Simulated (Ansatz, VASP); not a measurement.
# LiHS: VASP beside Ansatz

Aim: how closely do two programs agree when they are given the same cell, functional and k mesh? The cell is taken from a series of runs on this material, whose earlier steps may have relaxed, scaled, displaced or heated it; both programs get it as it stands.

Calculated with Ansatz 0.2.0; plane waves, with VASP 6.6.1 beside it; dielectric response at PBEsol.

**1. The structure**

It takes space group Ama2 (No. 40, orthorhombic). The conventional cell has a = 6.157 Å, b = 5.618 Å, c = 5.515 Å, α = 90.00°, β = 90.00°, γ = 90.00°. Nearest to Li lie 4 S at 2.49 to 2.51 Å. Nearest to H lie 1 S at 1.35 Å. Nearest to S lie 1 H at 1.35 Å and 4 Li at 2.49 to 2.51 Å. Farther neighbours and most contacts between anions are not listed.

**2. VASP: dielectric response, PBEsol**

The response to a field tests empty states and converges slowly with the mesh.

Lines of VASP's logs that name or quote its potential files are left out, and so is its time.

Input file INCAR:

```
SYSTEM = LiHS
PREC = Accurate
ENCUT = 650
EDIFF = 1E-08
NELM = 120
ISMEAR = 0
SIGMA = 0.01
LREAL = .FALSE.
ALGO = Normal
GGA = PS
NBANDS = 16
LORBIT = 11
LWAVE = .FALSE.
LCHARG = .FALSE.
ISIF = 2
LEPSILON = .TRUE.
LASPH = .TRUE.
GGA_COMPAT = .FALSE.
KPAR = 2
```

Input file POSCAR:

```
LiHS
1.0
    6.1568700000      0.0000000000      0.0000000000
    0.0000000000      2.8092050000      2.7573900000
    0.0000000000     -2.8092050000      2.7573900000
Li H S
2 2 2
Direct
    0.5000000000      0.5016600000      0.5016600000
    0.0000000000      0.5016600000      0.5016600000
    0.2500000000      0.1330900000      0.9834900000
    0.7500000000      0.9834900000      0.1330900000
    0.7500000000      0.9987600000      0.4753400000
    0.2500000000      0.4753400000      0.9987600000
```

Input file KPOINTS:

```
Automatic mesh
0
Gamma
4 6 6
0 0 0
```

Potentials, in the order of the species: Li_sv, H and S (PBE family, release 64).

Launch:

```bash
$ mpirun -np 2 vasp_std
```

Numbers of over 12 decimals in the logs are rounded to 6 here.

Log:

```text
[banner, memory and clock lines left out]
running    2 mpi-ranks, on    1 nodes
 distrk:  each k-point on    1 cores,    2 groups
 distr:  one band on    1 cores,    1 groups

 POSCAR found type information on POSCAR LiH S
 POSCAR found :  3 types and       6 ions
|                                                                             |
|               ----> ADVICE to this user running VASP <----                  |
|                                                                             |
|     You enforced a specific xc type in the INCAR file but a different       |
|     [... a line on the potential file left out ...]
|     I HOPE YOU KNOW WHAT YOU ARE DOING!                                     |
|                                                                             |

 LDA part: xc-table for (Slater+PW92), standard interpolation
 POSCAR, INCAR and KPOINTS ok, starting setup
 FFT: planning ... GRIDC
 FFT: planning ... GRID_SOFT
 FFT: planning ... GRID
 WAVECAR not read
 entering main loop
       N       E                     dE             d eps       ncg     rms          rms(c)
DAV:   1     0.111314262078E+03    0.11131E+03   -0.97136E+03  1248   0.134E+03
DAV:   2    -0.104901365026E+02   -0.12180E+03   -0.11681E+03  1544   0.259E+02
DAV:   3    -0.241050698370E+02   -0.13615E+02   -0.13571E+02  2448   0.694E+01
DAV:   4    -0.246369538298E+02   -0.53188E+00   -0.53146E+00  1760   0.157E+01
DAV:   5    -0.246936956222E+02   -0.56742E-01   -0.56738E-01  2048   0.349E+00    0.991E+00
DAV:   6    -0.240345829469E+02    0.65911E+00   -0.97905E-01  1432   0.447E+00    0.606E+00
DAV:   7    -0.239166179462E+02    0.11797E+00   -0.56752E-01  1864   0.342E+00    0.206E+00
DAV:   8    -0.239162344941E+02    0.38345E-03   -0.78399E-02  1592   0.162E+00    0.445E-01
DAV:   9    -0.239159237598E+02    0.31073E-03   -0.24902E-03  1832   0.331E-01    0.190E-01
DAV:  10    -0.239166138409E+02   -0.69008E-03   -0.89494E-04  1560   0.183E-01    0.427E-02
DAV:  11    -0.239166958084E+02   -0.81967E-04   -0.14938E-04  1968   0.805E-02    0.526E-02
DAV:  12    -0.239166959393E+02   -0.13094E-06   -0.66581E-06  1784   0.172E-02    0.366E-02
DAV:  13    -0.239167128382E+02   -0.16899E-04   -0.19607E-05  1520   0.247E-02    0.660E-03
DAV:  14    -0.239167132042E+02   -0.36602E-06   -0.56907E-07  1824   0.472E-03    0.273E-03
DAV:  15    -0.239167132139E+02   -0.96793E-08   -0.16075E-07  1648   0.267E-03    0.134E-03
DAV:  16    -0.239167132097E+02    0.42030E-08   -0.36249E-08  1520   0.124E-03
   1 F= -.23916713E+02 E0= -.23916713E+02  d E =-.141606E-20
 Linear response reoptimize wavefunctions to high precision
DAV:   1    -0.239167132225E+02   -0.12863E-07   -0.20042E-09  1496   0.340E-04
DAV:   2    -0.239167132226E+02   -0.41382E-10   -0.23746E-10  1176   0.128E-04
 Linear response G [H, r] |phi>, progress :
  Direction:   1
       N       E                     dE             d eps       ncg     rms
RMM:   1    -0.513307828279E+02   -0.51331E+02    0.98155E+02  1648   0.319E+02
RMM:   2    -0.679350962086E+02   -0.16604E+02   -0.49757E+01  2662   0.364E+01
RMM:   3    -0.692036451846E+02   -0.12685E+01   -0.58852E+00  3065   0.118E+01
RMM:   4    -0.693683856360E+02   -0.16474E+00   -0.12535E+00  3183   0.469E+00
RMM:   5    -0.693910928217E+02   -0.22707E-01   -0.31099E-01  3235   0.198E+00
RMM:   6    -0.693935816139E+02   -0.24888E-02   -0.84392E-02  3343   0.949E-01
RMM:   7    -0.693942171154E+02   -0.63550E-03   -0.23422E-02  3370   0.339E-01
RMM:   8    -0.693942817855E+02   -0.64670E-04   -0.10613E-02  3470   0.172E-01
RMM:   9    -0.693943931824E+02   -0.11140E-03   -0.11536E-02  3424   0.888E-02
RMM:  10    -0.693944371474E+02   -0.43965E-04   -0.60202E-03  3460   0.487E-02
RMM:  11    -0.693944608328E+02   -0.23685E-04   -0.43938E-03  3376   0.277E-02
RMM:  12    -0.693944683116E+02   -0.74788E-05   -0.12075E-03  3393   0.163E-02
RMM:  13    -0.693944707672E+02   -0.24556E-05   -0.15432E-03  3245   0.101E-02
RMM:  14    -0.693944722970E+02   -0.15298E-05   -0.62379E-04  3116   0.630E-03
RMM:  15    -0.693944731172E+02   -0.82020E-06   -0.44901E-04  3013   0.416E-03
RMM:  16    -0.693944736502E+02   -0.53298E-06   -0.21213E-04  2948   0.283E-03
RMM:  17    -0.693944737576E+02   -0.10745E-06   -0.22391E-04  2866   0.204E-03
RMM:  18    -0.693944738640E+02   -0.10643E-06   -0.10024E-04  2818   0.154E-03
RMM:  19    -0.693944739143E+02   -0.50308E-07   -0.81745E-05  2692   0.124E-03
RMM:  20    -0.693944739302E+02   -0.15896E-07   -0.48272E-05  2585   0.105E-03
RMM:  21    -0.693944740743E+02   -0.14401E-06   -0.31991E-05  2489   0.933E-04
RMM:  22    -0.693944741025E+02   -0.28231E-07   -0.31435E-05  2408   0.858E-04
RMM:  23    -0.693944740981E+02    0.43709E-08   -0.14057E-05  2295   0.810E-04
RMM:  24    -0.693944741079E+02   -0.98279E-08   -0.13647E-05  2174   0.781E-04
[...]
RMM:  12    -0.698139515125E+00   -0.66550E-08    0.49505E-06  2400   0.552E-04
RMM:  13    -0.698139517255E+00   -0.21304E-08   -0.11347E-05  2187   0.351E-04
RMM:  14    -0.698139518009E+00   -0.75396E-09    0.28338E-06  2073   0.243E-04
RMM:  15    -0.698139516333E+00    0.16764E-08   -0.36930E-06  1999   0.183E-04
RMM:  16    -0.698139514898E+00    0.14344E-08    0.10238E-06  1940   0.148E-04
RMM:  17    -0.698139515437E+00   -0.53864E-09   -0.98174E-07  1871   0.128E-04
[...]
RMM:   2    -0.654611043953E+00   -0.39885E-01   -0.11670E-01  3481   0.130E+00    0.168E+00
RMM:   3    -0.592255946269E+00    0.62355E-01   -0.14552E-01  3311   0.154E+00    0.876E-01
RMM:   4    -0.618554522374E+00   -0.26299E-01   -0.75658E-02  3439   0.118E+00    0.308E-01
RMM:   5    -0.650354642937E+00   -0.31800E-01   -0.12665E-02  3570   0.560E-01    0.583E-02
RMM:   6    -0.653469205070E+00   -0.31146E-02   -0.47825E-03  3835   0.257E-01    0.446E-02
RMM:   7    -0.655858035528E+00   -0.23888E-02   -0.25012E-03  3765   0.157E-01    0.856E-03
RMM:   8    -0.655875872935E+00   -0.17837E-04   -0.98678E-04  4036   0.689E-02    0.441E-03
RMM:   9    -0.656047532679E+00   -0.17166E-03   -0.37977E-04  3965   0.380E-02    0.804E-04
RMM:  10    -0.656072248898E+00   -0.24716E-04   -0.21508E-04  4153   0.177E-02    0.116E-03
RMM:  11    -0.656050081512E+00    0.22167E-04   -0.73774E-05  4090   0.943E-03    0.137E-03
RMM:  12    -0.656060383476E+00   -0.10302E-04   -0.52134E-05  4098   0.510E-03    0.387E-04
RMM:  13    -0.656064009114E+00   -0.36256E-05   -0.18477E-05  4024   0.283E-03    0.406E-04
RMM:  14    -0.656064233910E+00   -0.22480E-06   -0.13185E-05  3996   0.162E-03    0.988E-05
RMM:  15    -0.656065026154E+00   -0.79224E-06   -0.46303E-06  4028   0.941E-04    0.125E-04
RMM:  16    -0.656065602753E+00   -0.57660E-06   -0.36632E-06  3197   0.529E-04    0.573E-05
RMM:  17    -0.656065765611E+00   -0.16286E-06   -0.13605E-06  2819   0.340E-04    0.703E-05
RMM:  18    -0.656065924521E+00   -0.15891E-06   -0.88984E-07  2914   0.236E-04    0.297E-05
RMM:  19    -0.656066133993E+00   -0.20947E-06   -0.27983E-07  2536   0.170E-04    0.203E-05
RMM:  20    -0.656066156373E+00   -0.22380E-07   -0.23291E-07  2332   0.130E-04    0.114E-05
RMM:  21    -0.656066165723E+00   -0.93499E-08   -0.46576E-08  2257   0.112E-04    0.134E-05
 change of polarisation eV/A/(eV/A) component  1 :     1.149     0.002     0.000
 dielectric tensor                  component  1 :     3.181     0.003     0.000
 Linear response to external field, progress :
  Direction:   2
       N       E                     dE             d eps       ncg     rms          rms(c)
RMM:   1    -0.653634997580E+00   -0.65363E+00   -0.19812E+00  4220   0.486E+00
RMM:   2    -0.692408009622E+00   -0.38773E-01   -0.10540E-01  4421   0.129E+00    0.224E+00
RMM:   3    -0.601470938353E+00    0.90937E-01   -0.18267E-01  4244   0.170E+00    0.935E-01
RMM:   4    -0.620433231873E+00   -0.18962E-01   -0.77167E-02  4447   0.118E+00    0.319E-01
RMM:   5    -0.646750480841E+00   -0.26317E-01   -0.10807E-02  4575   0.537E-01    0.666E-02
RMM:   6    -0.649495497347E+00   -0.27450E-02   -0.36236E-03  5049   0.230E-01    0.327E-02
RMM:   7    -0.652214431188E+00   -0.27189E-02   -0.16478E-03  4883   0.121E-01    0.182E-02
RMM:   8    -0.652717844554E+00   -0.50341E-03   -0.82874E-04  5197   0.559E-02    0.429E-03
RMM:   9    -0.652857891841E+00   -0.14005E-03   -0.37601E-04  5212   0.291E-02    0.336E-03
RMM:  10    -0.652929675818E+00   -0.71784E-04   -0.27195E-04  5259   0.157E-02    0.147E-03
RMM:  11    -0.652915496758E+00    0.14179E-04   -0.13178E-04  5159   0.930E-03    0.640E-04
RMM:  12    -0.652912506767E+00    0.29900E-05   -0.80107E-05  5275   0.483E-03    0.266E-04
RMM:  13    -0.652910221661E+00    0.22851E-05   -0.43661E-05  5316   0.282E-03    0.198E-04
RMM:  14    -0.652909993828E+00    0.22783E-06   -0.19979E-05  5301   0.156E-03    0.719E-05
RMM:  15    -0.652910159922E+00   -0.16609E-06   -0.12442E-05  5225   0.930E-04    0.284E-05
RMM:  16    -0.652910484109E+00   -0.32419E-06   -0.62366E-06  4531   0.559E-04    0.409E-05
RMM:  17    -0.652910548401E+00   -0.64292E-07   -0.54187E-06  3346   0.351E-04    0.208E-05
RMM:  18    -0.652910689320E+00   -0.14092E-06   -0.20808E-06  3687   0.249E-04    0.245E-05
RMM:  19    -0.652910692493E+00   -0.31725E-08   -0.23820E-06  3266   0.177E-04    0.975E-06
 change of polarisation eV/A/(eV/A) component  2 :    -0.043     1.156     0.000
 dielectric tensor                  component  2 :    -0.082     3.193     0.000
 Linear response to external field, progress :
  Direction:   3
       N       E                     dE             d eps       ncg     rms          rms(c)
RMM:   1    -0.658170215413E+00   -0.65817E+00   -0.20113E+00  2705   0.486E+00
RMM:   2    -0.694082236119E+00   -0.35912E-01   -0.10111E-01  2879   0.128E+00    0.234E+00
RMM:   3    -0.596415170978E+00    0.97667E-01   -0.18749E-01  2748   0.172E+00    0.952E-01
RMM:   4    -0.614217744820E+00   -0.17803E-01   -0.76168E-02  2866   0.117E+00    0.314E-01
RMM:   5    -0.639148333591E+00   -0.24931E-01   -0.10440E-02  2973   0.529E-01    0.711E-02
RMM:   6    -0.642409611704E+00   -0.32613E-02   -0.34563E-03  3278   0.229E-01    0.367E-02
RMM:   7    -0.645308660921E+00   -0.28990E-02   -0.13885E-03  3111   0.120E-01    0.209E-02
RMM:   8    -0.645669919765E+00   -0.36126E-03   -0.73458E-04  3339   0.572E-02    0.435E-03
RMM:   9    -0.645851636814E+00   -0.18172E-03   -0.36902E-04  3409   0.298E-02    0.387E-03
RMM:  10    -0.645913900190E+00   -0.62263E-04   -0.27698E-04  3363   0.154E-02    0.150E-03
RMM:  11    -0.645912756886E+00    0.11433E-05   -0.12891E-04  3317   0.938E-03    0.945E-04
RMM:  12    -0.645911061977E+00    0.16949E-05   -0.78397E-05  3352   0.484E-03    0.280E-04
RMM:  13    -0.645911193542E+00   -0.13157E-06   -0.38004E-05  3428   0.282E-03    0.214E-04
RMM:  14    -0.645911639175E+00   -0.44563E-06   -0.30184E-05  3403   0.159E-03    0.851E-05
RMM:  15    -0.645911033015E+00    0.60616E-06   -0.11352E-05  3453   0.936E-04    0.635E-05
RMM:  16    -0.645911347164E+00   -0.31415E-06   -0.10814E-05  3039   0.560E-04    0.605E-05
RMM:  17    -0.645911444195E+00   -0.97031E-07   -0.47050E-06  2529   0.352E-04    0.320E-05
RMM:  18    -0.645911537103E+00   -0.92908E-07   -0.35402E-06  2301   0.224E-04    0.371E-05
RMM:  19    -0.645911525030E+00    0.12073E-07   -0.16881E-06  2052   0.155E-04    0.229E-05
RMM:  20    -0.645911542482E+00   -0.17452E-07   -0.15500E-06  2159   0.119E-04    0.213E-05
RMM:  21    -0.645911562870E+00   -0.20389E-07   -0.50563E-07  2064   0.973E-05    0.116E-05
RMM:  22    -0.645911557711E+00    0.51590E-08   -0.57166E-07  1877   0.825E-05    0.108E-05
RMM:  23    -0.645911555436E+00    0.22754E-08   -0.24858E-07  1992   0.770E-05    0.495E-06
 change of polarisation eV/A/(eV/A) component  3 :     0.001    -0.288     1.144
 dielectric tensor                  component  3 :     0.002    -0.547     3.170
 Born effective charges drift removed
```

From OUTCAR (step 2):

```text
ion  position               nearest neighbor table
   1  0.500  0.502  0.502-   5 2.49   6 2.49   6 2.51   5 2.51
   2  0.000  0.502  0.502-   5 2.49   6 2.49   6 2.51   5 2.51
   3  0.250  0.133  0.983-   6 1.35
   4  0.750  0.983  0.133-   5 1.35
   5  0.750  0.999  0.475-   4 1.35   2 2.49   1 2.49   2 2.51   1 2.51
   6  0.250  0.475  0.999-   3 1.35   2 2.49   1 2.49   2 2.51   1 2.51

  LATTYP: Found a base centered orthorhombic cell.
 ALAT       =     5.5147800000
 B/A-ratio  =     1.0187913208
 C/A-ratio  =     1.1164307552

 Subroutine GETGRP returns: Found  4 space group operations
 (whereof  2 operations were pure point group operations)

The static configuration has the point symmetry C_2 .
 The point group associated with its full space group is C_2v.

 Found     39 irreducible k-points:

   k-points           NKPTS =     39   k-points in BZ     NKDIM =     39   number of bands    NBANDS=     16

   dimension x,y,z NGX =    54 NGY =   36 NGZ =   36
   dimension x,y,z NGXF=   108 NGYF=   72 NGZF=   72

   ENCUT  =  650.0 eV  47.77 Ry    6.91 a.u.  12.80  8.18  8.18*2*pi/ulx,y,z

   NELECT =      20.0000    total number of electrons

 k-points in reciprocal lattice and weights: Automatic mesh
   0.00000000  0.00000000  0.00000000       0.007
   0.25000000  0.00000000  0.00000000       0.014
   0.50000000  0.00000000  0.00000000       0.007
   0.00000000  0.16666667  0.00000000       0.028
   0.25000000  0.16666667  0.00000000       0.056
   0.50000000  0.16666667  0.00000000       0.028
   0.00000000  0.33333333  0.00000000       0.028
   0.25000000  0.33333333  0.00000000       0.056
   0.50000000  0.33333333  0.00000000       0.028
[...]
0.25000000  0.50000000  0.50000000       0.014
   0.50000000  0.50000000  0.50000000       0.007

 average (electrostatic) potential at core
       1 -62.7343       2 -62.7343       3 -36.5547       4 -36.5547       5 -89.6991
       6 -89.6991

  Total       -0.4843319     -0.2494099     -0.2393214      0.0000000      0.0000000      0.0000000
  in kB       -8.1354595     -4.1894088     -4.0199488      0.0000000      0.0000000      0.0000000
  external PRESSURE =      -5.4482724 kB  Pullay stress =       0.0000000 kB

  energy-cutoff  :      650.00
  volume of cell :       95.38
      direct lattice vectors                 reciprocal lattice vectors
     6.156870000  0.000000000  0.000000000     0.162420191  0.000000000  0.000000000
     0.000000000  2.809205000  2.757390000     0.000000000  0.177986299  0.181330896
     0.000000000 -2.809205000  2.757390000     0.000000000 -0.177986299  0.181330896

 POSITION                                       TOTAL-FORCE (eV/Angst)
 -----------------------------------------------------------------------------------
      3.07843      0.00000      2.76654        -0.000000      0.000000     -0.006032
      0.00000      0.00000      2.76654        -0.000000      0.000000     -0.006032
      1.53922     -2.38895      3.07885        -0.000000     -0.184845     -0.183048
      4.61765      2.38895      3.07885         0.000000      0.184845     -0.183048
      4.61765      1.47039      4.06467         0.000000     -0.170163      0.189080
      1.53922     -1.47039      4.06467        -0.000000      0.170163      0.189080
 -----------------------------------------------------------------------------------
    total drift:                                0.000000      0.000003      0.000122

 MACROSCOPIC STATIC DIELECTRIC TENSOR (including local field effects in DFT)
 ------------------------------------------------------
           3.180599     0.000000     0.000000
           0.000000     3.192524     0.000000
           0.000000     0.000000     3.170074
 ------------------------------------------------------

 PIEZOELECTRIC TENSOR (including local field effects)  for field in x, y, z        (C/m^2)
          XX          YY          ZZ          XY          YZ          ZX
  --------------------------------------------------------------------------------
  x     0.00000     0.00000     0.00000     0.00000     0.00000     0.03428
  y     0.00000     0.00000     0.00000     0.00000     0.06371     0.00000
  z     0.01175     0.03468     0.09287     0.00000     0.00000     0.00000

 BORN EFFECTIVE CHARGES (including local field effects) (in |e|, cummulative output)
 ---------------------------------------------------------------------------------
 ion    1
    1     1.00740     0.03498     0.00000
    2     0.02130     0.96940     0.00000
    3     0.00000     0.00000     0.96408
 ion    2
    1     1.00740    -0.03498     0.00000
    2    -0.02130     0.96940     0.00000
    3     0.00000     0.00000     0.96408
 ion    3
    1     0.09107     0.00000     0.00000
    2     0.00000     0.13245     0.06395
    3     0.00000     0.04361     0.13593
 ion    4
    1     0.09107     0.00000     0.00000
    2     0.00000     0.13245    -0.06395
    3    -0.00000    -0.04361     0.13593
 ion    5
    1    -1.09847     0.00000     0.00000
    2     0.00000    -1.10184    -0.26778
    3     0.00000    -0.28945    -1.10000
 ion    6
    1    -1.09847     0.00000     0.00000
    2     0.00000    -1.10184     0.26778
    3     0.00000     0.28945    -1.10000
```

(Part 1 of 2 ends here.)

[Lines on the potential files, build, host, timing and source positions are cut from VASP's logs without a mark.]

[Logs are printed without paths, hosts, clocks, repeated set-up lines and the standing remarks that a program may print on its own settings, such as how far it seeks lower states.]

[Hosts, paths, dates, database ids (printed as entryN), source tags and the programs' standing remarks are cut or masked in the printed files.]
